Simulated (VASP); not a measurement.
The system is CGeF2BrH3, in a box.

```
C Ge F Br H
1.0
    13.00000    0.00000    0.00000
     0.00000   13.00000    0.00000
     0.00000    0.00000   13.00000
C Ge F Br H
1 1 2 1 3
Cartesian
  5.8589 5.5394 7.5333
  6.5635 6.5266 6.0471
  8.1671 7.0621 6.3681
  6.7245 5.5208 4.6602
  5.3591 8.3497 5.4191
  4.8589 5.1837 7.2881
  5.8149 6.1873 8.4078
  6.5156 4.6923 7.7319
```

Program: VASP 6.6.1. Alike in all runs: no spin polarisation; cell as given; k mesh 1 × 1 × 1; smearing gaussian 0.01 eV. Hardware: 1 thread of Intel(R) Xeon(R) 6975P-C (Granite Rapids), on a shared host.

Order these runs on this cell by their wall time, lowest first.
A. task single point; level PBE0; potentials or basis VASP PAW PBE potentials, release 64 (C, Ge_d, F, Br, H); cutoff (eV) 520; grid for exact exchange (PRECFOCK) Fast; exchange at q = 0 truncated
B. task single point; level B3LYP; potentials or basis VASP PAW PBE potentials, release 64 (C_h, Ge_h, F_h, Br, H_h); cutoff (eV) 900; grid for exact exchange (PRECFOCK) Normal; exchange at q = 0 default
C. task electron localisation function; level PBE; potentials or basis VASP PAW PBE potentials, release 64 (C, Ge_d, F, Br, H); cutoff (eV) 520

C (160 s), A (380 s), B (990 s).
